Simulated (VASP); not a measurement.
## SnTeS with optB86b-vdW: from relaxation to properties

Wanted: the relaxed cell of SnTeS and its properties. The steps: rough relaxation of the start cell, relaxing cell and atoms (optB86b-vdW), second relaxation, single point with fields (optB86b-vdW), band structure (optB86b-vdW), density of states (optB86b-vdW), volume scan with optB86b-vdW, fit for optB86b-vdW, band structure (optB86b-vdW + SOC) and bands along the symmetry lines (optB86b-vdW), changed input. The cell is invented: it takes the structure of a Materials Project entry for SnSeS (space group 156 there), with some of its atoms replaced by other elements, volume scaled by an estimate. It may not be a known or stable phase.

Main program and level: VASP 6.6.1; optB86b-vdW; plane waves and PAW (Te, Sn_d, S), in the first sound run; inputs show where later runs differ.

Most raw output is cut from this account.

## Step 1: The starting structure

Before any relaxation, the start is as follows. The structure is trigonal, space group P3m1 (No. 156). Conventional cell: a = 3.886 Å, b = 3.886 Å, c = 6.577 Å, α = 90.00°, β = 90.00°, γ = 120.00°. Nearest to Te lie 3 Sn at 2.78 Å. Sn has 3 S at 2.69 Å and 3 Te at 2.78 Å nearest. Nearest to S lie 3 Sn at 2.69 Å. It derives from SnSeS. it takes the structure of a Materials Project entry for SnSeS (space group 156 there), with some of its atoms replaced by other elements, volume scaled by an estimate. Farther neighbours and most contacts between anions are not listed.

## Step 2: Rough relaxation of the start cell

The start is only an estimate, so a cheap relaxation brings it near a minimum before any careful run. optB86b-vdW pairs nonlocal correlation with a less repulsive exchange of B86b form. LUSE_VDW switches on a nonlocal correlation term for dispersion.

INCAR reads:

```
SYSTEM = SnTeS
PREC = Normal
ENCUT = 400
EDIFF = 1E-05
NELM = 60
ISMEAR = -1
SIGMA = 0.05
LREAL = .FALSE.
ALGO = Fast
GGA = MK
AGGAC = 0
LUSE_VDW = .TRUE.
PARAM1 = 0.1234
PARAM2 = 1
LASPH = .TRUE.
NBANDS = 19
LORBIT = 11
LWAVE = .FALSE.
LCHARG = .FALSE.
IBRION = 2
NSW = 40
ISIF = 3
EDIFFG = -0.04
```

POSCAR reads:

```
SnTeS
1.0
    3.8860710000      0.0000000000      0.0000000000
   -1.9430360000      3.3654360000      0.0000000000
    0.0000000000      0.0000000000      6.5770540000
Te Sn S
1 1 1
Direct
    0.0000000000      0.0000000000      0.7577104000
    0.3333333300      0.6666666700      0.0076460600
    0.6666666700      0.3333333300      0.2346445400
```

KPOINTS reads:

```
Automatic mesh
0
Gamma
5 5 3
0 0 0
```

PAW data sets: Te, Sn_d and S (PBE family, release 64).

Run with:

```bash
$ mpirun -np 1 vasp_std
```

The job ended after 3.7 min (1 MPI rank of Intel Xeon Platinum 8559C (Emerald Rapids), shared host; peak memory 0.27 GiB).

The k-mesh is coarse for a metal. This relaxation is a rough one on cheap settings, only to bring the start near its minimum. The PAW data sets were made with PBE, which is usual practice but a small mismatch for other functionals. The run keeps the 6 symmetry operations of its start, so it cannot find a distortion of lower symmetry.

The steps of the relaxation:

| step | energy less that of the first step (eV) | largest force (eV/Å) | pressure (GPa) | volume (Å³) |
| --- | --- | --- | --- | --- |
| 1 | 0.0000 | 1.7382 | 3.35 | 86.02 |
| 2 | -0.1334 | 0.1887 | -6.43 | 93.71 |
| 3 | -0.1465 | 0.5868 | -1.49 | 91.38 |
| 4 | -0.1947 | 0.3660 | -0.52 | 88.81 |
| 5 | -0.2025 | 0.4257 | 0.08 | 87.60 |
| 6 | -0.2029 | 0.4750 | 0.26 | 87.30 |
| 7 | -0.2187 | 0.2801 | -0.17 | 87.00 |
| 8 | -0.2241 | 0.0258 | -0.68 | 86.57 |
| 9 | -0.2247 | 0.0663 | -0.56 | 86.68 |
| 10 | -0.2307 | 0.1236 | 0.16 | 84.90 |
| 11 | -0.2314 | 0.1491 | 0.45 | 84.15 |
| 12 | -0.2369 | 0.1015 | 0.32 | 83.74 |
| 13 | -0.2473 | 0.0476 | 0.17 | 82.49 |
| 14 | -0.2490 | 0.0687 | 0.00 | 81.86 |
| 15 | -0.2491 | 0.0765 | 0.01 | 81.64 |
| 16 | -0.2491 | 0.0680 | 0.03 | 81.72 |
| 17 | -0.2497 | 0.0205 | 0.00 | 81.79 |

| conventional cell, symmetrised | before | after | change |
| --- | --- | --- | --- |
| a (Å) | 3.886 | 3.841 | -1.2 % |
| b (Å) | 3.886 | 3.841 | -1.2 % |
| c (Å) | 6.577 | 6.402 | -2.7 % |
| volume (Å³/atom) | 28.67 | 27.26 | -4.9 % |

The atoms that moved most (Å, as changes of fractional coordinates times the final cell):

| atom | dx | dy | dz | length |
| --- | --- | --- | --- | --- |
| Te1 | 0.000 | 0.000 | -0.257 | 0.257 |
| S3 | 0.000 | 0.000 | 0.129 | 0.129 |
| Sn2 | 0.000 | 0.000 | 0.128 | 0.128 |

The relaxed structure:

```
Te Sn S
1.0
     3.84085    0.00000    0.00000
    -1.92043    3.32627    0.00000
     0.00000    0.00000    6.40189
Te Sn S
1 1 1
Direct
  0.00000 0.00000 0.71763
  0.33333 0.66667 0.02763
  0.66667 0.33333 0.25474
```

This step gave:

```yaml
electrons: 26
bands: 19
irreducible_k_points: 12
symmetry_operations: 6
free_energy_toten: -5.201 eV
energy_at_zero_smearing: -5.190 eV
fermi_energy: 5.914 eV
pressure: 0.003706 GPa
metallic: yes
scf_cycles_over_all_ionic_steps: 125
```

It ends with a largest force of 0.020 eV/Å and a pressure of 0.00 GPa.

## Step 3: Relaxing cell and atoms (optB86b-vdW)

Properties are meant for the cell that this level of theory prefers, so cell and atoms are relaxed first (ISIF = 3) until forces and stress are small; EDIFFG sets the threshold.

INCAR reads:

```
SYSTEM = SnTeS
PREC = Accurate
ENCUT = 400
EDIFF = 1E-06
NELM = 100
ISMEAR = -1
SIGMA = 0.05
LREAL = .FALSE.
ALGO = Normal
GGA = MK
AGGAC = 0
LUSE_VDW = .TRUE.
PARAM1 = 0.1234
PARAM2 = 1
LASPH = .TRUE.
NBANDS = 19
LORBIT = 11
LWAVE = .FALSE.
LCHARG = .FALSE.
IBRION = 2
NSW = 60
ISIF = 3
EDIFFG = -0.01
```

POSCAR reads:

```
SnTeS
1.0
    3.8408498102      0.0000000088      0.0000000000
   -1.9204253917      3.3262733052      0.0000000000
    0.0000000000      0.0000000000      6.4018915340
Te Sn S
1 1 1
Direct
    0.0000000000      0.0000000000      0.7176321045
    0.3333333300      0.6666666700      0.0276269045
    0.6666666700      0.3333333300      0.2547419911
```

KPOINTS reads:

```
Automatic mesh
0
Gamma
6 6 3
0 0 0
```

Run with:

```bash
$ mpirun -np 1 vasp_std
```

It took 4.9 min on 1 MPI rank; peak memory 0.39 GiB.

Relaxation path:

| step | energy less that of the first step (eV) | largest force (eV/Å) | pressure (GPa) | volume (Å³) |
| --- | --- | --- | --- | --- |
| 1 | 0.0000 | 0.0786 | -0.20 | 81.79 |
| 2 | -0.0010 | 0.0642 | 0.06 | 81.38 |
| 3 | -0.0010 | 0.0672 | 0.16 | 81.28 |
| 4 | -0.0015 | 0.0678 | -0.04 | 81.37 |
| 5 | -0.0015 | 0.0683 | -0.09 | 81.41 |
| 6 | -0.0020 | 0.0456 | -0.05 | 81.26 |
| 7 | -0.0024 | 0.0257 | -0.06 | 80.95 |
| 8 | -0.0024 | 0.0317 | -0.05 | 80.93 |
| 9 | -0.0025 | 0.0061 | 0.04 | 80.71 |

| conventional cell, symmetrised | before | after | change |
| --- | --- | --- | --- |
| a (Å) | 3.841 | 3.845 | +0.1 % |
| b (Å) | 3.841 | 3.845 | +0.1 % |
| c (Å) | 6.402 | 6.305 | -1.5 % |
| volume (Å³/atom) | 27.26 | 26.90 | -1.3 % |

The atoms that moved most (Å, as changes of fractional coordinates times the final cell):

| atom | dx | dy | dz | length |
| --- | --- | --- | --- | --- |
| S3 | 0.000 | 0.000 | 0.024 | 0.024 |
| Te1 | 0.000 | 0.000 | -0.021 | 0.021 |

Final coordinates:

```
Te Sn S
1.0
     3.84457    0.00000    0.00000
    -1.92229    3.32950    0.00000
     0.00000    0.00000    6.30506
Te Sn S
1 1 1
Direct
  0.00000 0.00000 0.71437
  0.33333 0.66667 0.02710
  0.66667 0.33333 0.25853
```

This step gave:

- irreducible k-points: 17
- free energy (TOTEN): -5.232 eV
- energy at zero smearing: -5.228 eV
- Fermi energy: 6.093 eV
- pressure: 0.04470 GPa
- SCF cycles over all ionic steps: 58

It ends with a largest force of 0.006 eV/Å and a pressure of 0.04 GPa.

## Step 4: Second relaxation

The basis stayed that of the start cell while the cell moved. A rerun from the cell reached resets it; the error of the finite cutoff stays.

INCAR is that of step 3.

POSCAR reads:

```
SnTeS
1.0
    3.8445748557      0.0000000083      0.0000000000
   -1.9222879154      3.3294992889      0.0000000000
    0.0000000000      0.0000000000      6.3050564372
Te Sn S
1 1 1
Direct
    0.0000000000      0.0000000000      0.7143718298
    0.3333333300      0.6666666700      0.0271037094
    0.6666666700      0.3333333300      0.2585254609
```

KPOINTS is that of step 3.

Run with:

```bash
$ mpirun -np 1 vasp_std
```

The job ended after 50 s (1 MPI rank; peak memory 0.39 GiB).

Little changed from the start: no atom moved by 0.005 Å and no cell edge by 0.1 %.

Numbers from this step:

```yaml
energy_at_zero_smearing: -5.227 eV
pressure: 0.04219 GPa
scf_cycles_over_all_ionic_steps: 13
```

It ends with a largest force of 0.006 eV/Å and a pressure of 0.04 GPa. The volume moved by under 0.01 %: the run met its threshold at the first step.

## Step 5: Single point with fields (optB86b-vdW)

A single point on the relaxed cell gives a clean self-consistent state, with density, ELF and potential written out.

Edit INCAR of step 4 so:

```diff
@@ -18,6 +18,5 @@
 LWAVE = .FALSE.
-LCHARG = .FALSE.
-IBRION = 2
-NSW = 60
-ISIF = 3
-EDIFFG = -0.01
+LCHARG = .TRUE.
+ISIF = 2
+LELF = .TRUE.
+LVHAR = .TRUE.
```

POSCAR is that of step 4.

KPOINTS is that of step 4.

Run with:

```bash
$ mpirun -np 1 vasp_std
```

Wall time 48 s (1 MPI rank); peak memory 0.39 GiB.

This step gave:

| Property | Result |
| --- | --- |
| SCF cycles | 13 |

Valence electrons inside each PAW sphere by angular momentum. Sphere charges, by row:

| atom | s (e) | p (e) | d (e) | tot (e) |
| --- | --- | --- | --- | --- |
| Te1 | 1.413 | 1.898 | 0.031 | 3.342 |
| Sn2 | 1.144 | 0.944 | 10.07 | 12.15 |
| S3 | 1.374 | 2.277 | 0 | 3.651 |

Electrostatic potential energy in the ac plane at fractional y = 0.000, with atoms of Te within 0.2 Å of it. With pseudopotentials it is smooth inside the atoms' cores, unlike the true potential.

Ten even steps from '0' (-89 eV) to '9' (4 eV), each cell a mean:
```
99999999999999
99999999999999
77899999999987
34689999999853
00379999998520
00158999998400
00158999998400
01379999998620
34689999999854
78999999999988
99999999999999
99999999999999
99999999999999
99999999999999
99999999999999
99999999999999
99999999999999
99999999999999
99999999999999
99999999999999
99999998999999
99999988999999
```
Columns run along a (3.8 Å; values clipped at the 3rd and 97th percentile), rows up along c (6.3 Å). Atoms in or near the plane, at fractional coordinates: Te at (0.00, 0.71).

ELF in the ac plane at fractional y = 0.000, with atoms of Te within 0.2 Å of it. It is the smooth field of the valence electrons, not physical close to the nuclei.

Values, 22 rows by 14 columns, each cell a mean:
```
0.45 0.44 0.40 0.36 0.32 0.29 0.28 0.29 0.28 0.29 0.33 0.37 0.41 0.44
0.64 0.64 0.60 0.52 0.42 0.33 0.29 0.28 0.29 0.36 0.45 0.55 0.62 0.64
0.75 0.75 0.75 0.70 0.57 0.40 0.29 0.26 0.31 0.45 0.62 0.72 0.76 0.75
0.74 0.77 0.80 0.79 0.68 0.46 0.28 0.22 0.31 0.54 0.73 0.80 0.79 0.76
0.64 0.71 0.80 0.82 0.76 0.53 0.27 0.18 0.32 0.62 0.79 0.82 0.77 0.68
0.54 0.65 0.79 0.84 0.79 0.57 0.27 0.16 0.34 0.67 0.82 0.83 0.75 0.62
0.62 0.71 0.82 0.86 0.81 0.59 0.26 0.15 0.34 0.69 0.84 0.85 0.79 0.68
0.79 0.83 0.87 0.87 0.81 0.55 0.23 0.12 0.30 0.67 0.84 0.88 0.86 0.82
0.88 0.89 0.89 0.86 0.75 0.45 0.17 0.09 0.22 0.57 0.80 0.88 0.89 0.88
0.89 0.88 0.85 0.76 0.54 0.23 0.08 0.05 0.10 0.33 0.62 0.80 0.87 0.89
0.82 0.80 0.69 0.49 0.24 0.09 0.05 0.04 0.05 0.13 0.31 0.55 0.74 0.81
0.48 0.42 0.26 0.13 0.08 0.08 0.12 0.13 0.11 0.07 0.08 0.16 0.32 0.44
0.15 0.12 0.08 0.07 0.11 0.22 0.33 0.38 0.31 0.18 0.09 0.06 0.09 0.13
0.03 0.03 0.05 0.11 0.27 0.48 0.60 0.64 0.58 0.42 0.22 0.09 0.04 0.03
0.02 0.03 0.07 0.20 0.42 0.62 0.71 0.74 0.70 0.56 0.35 0.15 0.05 0.02
0.02 0.03 0.09 0.25 0.48 0.67 0.75 0.78 0.74 0.62 0.41 0.19 0.06 0.02
0.02 0.03 0.10 0.25 0.47 0.66 0.75 0.77 0.73 0.61 0.41 0.20 0.06 0.03
0.02 0.03 0.09 0.22 0.41 0.59 0.67 0.70 0.66 0.54 0.35 0.18 0.06 0.03
0.02 0.03 0.08 0.18 0.32 0.44 0.50 0.52 0.49 0.41 0.28 0.15 0.06 0.03
0.03 0.04 0.08 0.16 0.26 0.32 0.35 0.36 0.35 0.30 0.23 0.14 0.06 0.04
0.07 0.08 0.11 0.18 0.23 0.28 0.31 0.32 0.30 0.26 0.22 0.16 0.10 0.08
0.19 0.19 0.19 0.22 0.25 0.27 0.30 0.31 0.29 0.26 0.24 0.21 0.19 0.19
```
Columns run along a (3.8 Å), rows up along c (6.3 Å). Atoms in or near the plane, at fractional coordinates: Te at (0.00, 0.71).

Valence density in the ac plane at fractional y = 0.000, with atoms of Te within 0.2 Å of it. It is the smooth field of the valence electrons, not physical close to the nuclei.

Values in e/Å³, 22 rows by 14 columns, each cell a mean:
```
 0.16  0.16  0.16  0.16  0.18  0.20  0.23  0.24  0.23  0.19  0.17  0.16  0.16  0.16
 0.28  0.27  0.24  0.21  0.19  0.18  0.18  0.19  0.18  0.19  0.20  0.22  0.25  0.27
 0.45  0.44  0.39  0.31  0.23  0.17  0.15  0.14  0.15  0.19  0.25  0.33  0.41  0.45
 0.45  0.49  0.50  0.41  0.28  0.18  0.13  0.12  0.14  0.21  0.32  0.44  0.51  0.47
 0.08  0.25  0.47  0.48  0.33  0.19  0.12  0.10  0.13  0.23  0.38  0.50  0.42  0.19
-0.34 -0.04  0.39  0.50  0.36  0.19  0.12  0.09  0.13  0.24  0.41  0.50  0.27 -0.14
-0.27  0.01  0.41  0.49  0.34  0.18  0.10  0.08  0.12  0.22  0.40  0.50  0.30 -0.08
 0.20  0.34  0.50  0.46  0.29  0.14  0.08  0.07  0.09  0.18  0.33  0.49  0.47  0.30
 0.50  0.52  0.48  0.35  0.21  0.11  0.06  0.05  0.07  0.13  0.24  0.39  0.51  0.51
 0.43  0.40  0.31  0.21  0.12  0.07  0.05  0.04  0.05  0.08  0.14  0.23  0.34  0.41
 0.24  0.22  0.17  0.12  0.08  0.05  0.04  0.04  0.04  0.06  0.09  0.13  0.19  0.22
 0.10  0.09  0.08  0.06  0.05  0.05  0.05  0.05  0.05  0.05  0.06  0.07  0.08  0.09
 0.05  0.05  0.05  0.05  0.06  0.07  0.08  0.09  0.08  0.07  0.05  0.05  0.05  0.05
 0.03  0.03  0.04  0.06  0.08  0.12  0.15  0.17  0.15  0.11  0.07  0.05  0.04  0.03
 0.02  0.03  0.04  0.07  0.12  0.18  0.24  0.26  0.23  0.16  0.10  0.06  0.04  0.03
 0.02  0.03  0.05  0.09  0.15  0.25  0.33  0.36  0.31  0.21  0.13  0.07  0.04  0.03
 0.03  0.03  0.05  0.10  0.17  0.28  0.37  0.41  0.35  0.24  0.15  0.08  0.04  0.03
 0.03  0.03  0.06  0.10  0.18  0.28  0.37  0.41  0.35  0.25  0.15  0.09  0.05  0.03
 0.03  0.04  0.06  0.10  0.17  0.27  0.35  0.38  0.33  0.23  0.15  0.09  0.05  0.03
 0.04  0.04  0.06  0.10  0.17  0.26  0.33  0.36  0.31  0.22  0.14  0.09  0.06  0.04
 0.05  0.06  0.08  0.11  0.17  0.25  0.32  0.34  0.30  0.22  0.15  0.10  0.07  0.06
 0.09  0.09  0.10  0.13  0.17  0.24  0.29  0.31  0.28  0.21  0.15  0.12  0.10  0.09
```
Columns run along a (3.8 Å), rows up along c (6.3 Å). Atoms in or near the plane, at fractional coordinates: Te at (0.00, 0.71).

In this run the pressure is 0.04 GPa, small enough to go on.

## Step 6: Band structure (optB86b-vdW)

Levels along the symmetry lines show where the bands peak and cross; KPOINTS_OPT computes them in the converged potential.

Edit INCAR of step 5 so:

```diff
@@ -15,8 +15,5 @@
 LASPH = .TRUE.
-NBANDS = 19
+NBANDS = 26
 LORBIT = 11
 LWAVE = .FALSE.
-LCHARG = .TRUE.
-ISIF = 2
-LELF = .TRUE.
-LVHAR = .TRUE.
+LCHARG = .FALSE.
```

POSCAR is that of step 5.

KPOINTS is that of step 5.

KPOINTS_OPT reads:

```
Line mode
16
Line-mode
Reciprocal
  0.00000000   0.00000000   0.00000000 GAMMA
  0.50000000   0.00000000   0.00000000 M

  0.50000000   0.00000000   0.00000000 M
  0.33333333   0.33333333   0.00000000 K

  0.33333333   0.33333333   0.00000000 K
  0.00000000   0.00000000   0.00000000 GAMMA

  0.00000000   0.00000000   0.00000000 GAMMA
  0.00000000   0.00000000   0.50000000 A

  0.00000000   0.00000000   0.50000000 A
  0.50000000   0.00000000   0.50000000 L

  0.50000000   0.00000000   0.50000000 L
  0.33333333   0.33333333   0.50000000 H

  0.33333333   0.33333333   0.50000000 H
  0.00000000   0.00000000   0.50000000 A

  0.50000000   0.00000000   0.50000000 L
  0.50000000   0.00000000   0.00000000 M

  0.33333333   0.33333333   0.00000000 K
  0.33333333   0.33333333   0.50000000 H
```

Run with:

```bash
$ mpirun -np 1 vasp_std
```

Elapsed: 1.7 min, on 1 MPI rank; peak memory 0.38 GiB.

Spin-orbit coupling is off here; with elements this heavy it splits and shifts levels by tenths of an eV or more.

This step gave:

| Item | Value |
| --- | --- |
| bands | 26 |
| pressure | 0.03639 GPa |

Electronic bands along the path, in eV, zero at the Fermi level; # counts the bands kept:

| point | #3 | #4 | #5 | #6 | #7 | #8 | #9 | #10 |
| --- | --- | --- | --- | --- | --- | --- | --- | --- |
| Γ | -1.91 | -0.91 | -0.13 | 0.26 | 0.26 | 3.23 | 3.83 | 3.83 |
| 0.53 of the way | -2.90 | -2.67 | -1.07 | -0.17 | 0.85 | 2.98 | 4.11 | 4.41 |
| M | -3.85 | -3.15 | -2.44 | -0.48 | 0.37 | 2.79 | 3.93 | 4.06 |
| 0.47 of the way | -3.75 | -3.59 | -2.36 | -1.64 | 0.20 | 3.65 | 4.36 | 4.99 |
| K | -3.76 | -3.71 | -2.83 | -2.26 | -0.38 | 4.66 | 5.05 | 5.13 |
| 0.47 of the way | -3.80 | -2.37 | -1.48 | -0.88 | 0.81 | 3.62 | 4.08 | 4.52 |
| Γ | -1.91 | -0.91 | -0.13 | 0.26 | 0.26 | 3.23 | 3.83 | 3.83 |
| 0.53 of the way | -1.92 | -1.92 | 0.33 | 0.33 | 0.92 | 3.22 | 3.62 | 3.62 |
| A | -1.92 | -1.92 | 0.39 | 0.39 | 1.37 | 3.19 | 3.45 | 3.45 |
| 0.47 of the way | -2.74 | -2.44 | -1.87 | -0.37 | 0.64 | 3.59 | 4.45 | 4.62 |
| L | -2.97 | -2.64 | -1.63 | -0.97 | -0.49 | 2.85 | 3.62 | 4.67 |
| 0.53 of the way | -4.15 | -3.37 | -1.31 | -1.05 | 0.44 | 3.00 | 3.72 | 4.40 |
| H | -4.52 | -4.30 | -1.30 | -0.78 | 0.96 | 2.87 | 3.26 | 4.36 |
| 0.53 of the way | -3.15 | -2.65 | -1.81 | -1.03 | 1.13 | 3.61 | 4.19 | 4.84 |
| A | -1.92 | -1.92 | 0.39 | 0.39 | 1.37 | 3.19 | 3.45 | 3.45 |
| jump to L | -2.97 | -2.64 | -1.63 | -0.97 | -0.49 | 2.85 | 3.62 | 4.67 |
| 0.53 of the way | -3.42 | -3.08 | -1.82 | -0.71 | -0.23 | 3.09 | 4.10 | 4.34 |
| M | -3.85 | -3.15 | -2.44 | -0.48 | 0.37 | 2.79 | 3.93 | 4.06 |
| jump to K | -3.76 | -3.71 | -2.83 | -2.26 | -0.38 | 4.66 | 5.05 | 5.13 |
| 0.47 of the way | -4.19 | -4.02 | -2.07 | -1.60 | 0.18 | 3.82 | 4.25 | 4.88 |
| H | -4.52 | -4.30 | -1.30 | -0.78 | 0.96 | 2.87 | 3.26 | 4.36 |

Of the projections kept (Te, Sn, S), the largest for each band there; the rest of the weight can lie on other orbitals:

| point | #3 | #4 | #5 | #6 | #7 | #8 | #9 | #10 |
| --- | --- | --- | --- | --- | --- | --- | --- | --- |
| Γ | S 0.86 | S 0.51 | Sn 0.45 | Te 0.85 | Te 0.85 | Sn 0.51 | Sn 0.74 | Sn 0.74 |
| M | S 0.48 | S 0.63 | Te 0.50 | Te 0.71 | Sn 0.35 | Sn 0.61 | Sn 0.66 | Te 0.46 |
| K | Sn 0.37 | S 0.42 | Te 0.49 | Te 0.70 | Sn 0.42 | Sn 0.44 | Te 0.35 | Sn 0.50 |
| Γ | S 0.86 | S 0.51 | Sn 0.45 | Te 0.85 | Te 0.85 | Sn 0.51 | Sn 0.74 | Sn 0.74 |
| A | S 0.85 | S 0.85 | Te 0.86 | Te 0.86 | Sn 0.47 | Sn 0.50 | Sn 0.80 | Sn 0.80 |
| L | S 0.68 | S 0.50 | Te 0.53 | Te 0.77 | Sn 0.40 | Sn 0.50 | Sn 0.55 | Sn 0.52 |

There is no gap at this level.

## Step 7: Density of states (optB86b-vdW)

A density of states needs more k-points than a total energy; ISMEAR = -5 takes tetrahedra, and LORBIT projects the states on the PAW spheres. The mesh is finer than in the run before.

Edit INCAR of step 6 so:

```diff
@@ -5,3 +5,3 @@
 NELM = 100
-ISMEAR = -1
+ISMEAR = -5
 SIGMA = 0.05
@@ -19 +19,2 @@
 LCHARG = .FALSE.
+NEDOS = 2001
```

POSCAR is that of step 6.

KPOINTS reads:

```
Automatic mesh
0
Gamma
9 9 5
0 0 0
```

Run with:

```bash
$ mpirun -np 1 vasp_std
```

The job ended after 70 s (1 MPI rank; peak memory 0.42 GiB).

On this mesh force components of up to 0.28 eV/Å appear, so the relaxed positions are not converged with the sampling. With tetrahedra the forces and stress of a metal are not exact derivatives of the energy.

This step gave:

| Property | Result |
| --- | --- |
| irreducible k-points | 50 |
| free energy (TOTEN) | -5.199 eV |
| Fermi energy | 6.113 eV |
| pressure | -0.07128 GPa |
| DOS at the Fermi level | 1.411 states/eV/cell |

The density of states has structure finer than the step of the table below, so its rows give means over 1 eV, whole bins alone (the curve runs from -12.0 to 7.29 eV). Peaks (eV: height): total -7.7: 3.35, 3.2: 4.07, 4.0: 4.62, 4.5: 4.66; S p -4.5: 0.401, -3.1: 0.892, -1.0: 0.532, 4.5: 0.504; Te p -1.6: 0.693, -1.0: 1.07, 0.3: 0.616, 4.5: 0.398; Sn p -3.2: 0.359, 3.2: 1.05, 4.0: 1.49, 4.5: 1.21; Sn s -7.7: 1.61, -6.9: 0.705, 0.3: 0.365.

States under -12.0 eV and over 7.3 eV are left out. Density of states against energy, zero at the Fermi level; means over each step; values in states/eV/cell:

| energy (eV) | total | S p | Te p | Sn p | Sn s | Te s | S s |
| --- | --- | --- | --- | --- | --- | --- | --- |
| -11 | 1.53 | 0.00279 | 0.00873 | 0.0267 | 0.0479 | 0.888 | 0.0628 |
| -10 | 0.204 | 4.0e-4 | 7.5e-4 | 0.00362 | 0.00292 | 0.133 | 0.00129 |
| -9 | 0 | 0 | 0 | 0 | 0 | 0 | 0 |
| -8 | 0.585 | 0.0473 | 0.0184 | 0.00142 | 0.278 | 0.0236 | 0.0114 |
| -7 | 1.26 | 0.0972 | 0.0439 | 0.00346 | 0.513 | 0.0999 | 0.0739 |
| -6 | 0.157 | 0.0102 | 0.00695 | 2.8e-4 | 0.0550 | 0.0181 | 0.0172 |
| -5 | 1.05 | 0.183 | 0.120 | 0.148 | 0.00555 | 0.0120 | 0.00720 |
| -4 | 1.91 | 0.439 | 0.193 | 0.243 | 0.0126 | 0.0199 | 0.0110 |
| -3 | 2.41 | 0.687 | 0.238 | 0.272 | 0.0148 | 0.0231 | 0.0132 |
| -2 | 2.09 | 0.452 | 0.440 | 0.116 | 0.0275 | 0.0184 | 0.0113 |
| -1 | 1.95 | 0.286 | 0.634 | 0.0619 | 0.0189 | 0.00839 | 0.00798 |
| 0 | 1.53 | 0.203 | 0.428 | 0.0485 | 0.186 | 0.00474 | 0.00686 |
| 1 | 1.06 | 0.204 | 0.194 | 0.0379 | 0.206 | 0.00263 | 0.0159 |
| 2 | 0 | 0 | 0 | 0 | 0 | 0 | 0 |
| 3 | 1.58 | 0.0934 | 0.128 | 0.389 | 0.0126 | 0.0313 | 0.0527 |
| 4 | 3.12 | 0.269 | 0.256 | 0.913 | 0.0109 | 0.0380 | 0.0238 |
| 5 | 2.06 | 0.220 | 0.164 | 0.382 | 0.00981 | 0.0153 | 0.00509 |
| 6 | 1.12 | 0.0307 | 0.0590 | 0.0613 | 0.00193 | 0.00537 | 0.00145 |

Force by atom:

| atom | x (eV/Å) | y (eV/Å) | z (eV/Å) | size |
| --- | --- | --- | --- | --- |
| Te1 | 0.000 | 0.000 | 0.283 | 0.283 |
| Sn2 | 0.000 | 0.000 | -0.282 | 0.282 |
| S3 | 0.000 | 0.000 | -0.001 | 0.001 |

The finer mesh and the other smearing move the Fermi level by +0.02 eV from the 6×6×3 run, a small shift, which tests the Fermi level alone. Of the states within 0.3 eV of the Fermi level, the largest shares in the PAW spheres are Te p 29 %, S p 12 % and Sn s 11 %. The rest lies in smaller channels or between the spheres.

(Part 1 of 2 ends here.)

[Lines on the potential files, build, host, timing and source positions are cut from VASP's logs without a mark.]

[Logs are printed without paths, hosts, clocks, repeated set-up lines and the standing remarks that a program may print on its own settings, such as how far it seeks lower states.]

[Hosts, paths, dates, database ids (printed as entryN), source tags and the programs' standing remarks are cut or masked in the printed files.]

[A measured line is paired with the nearest computed mode of its activity, which favours agreement.]
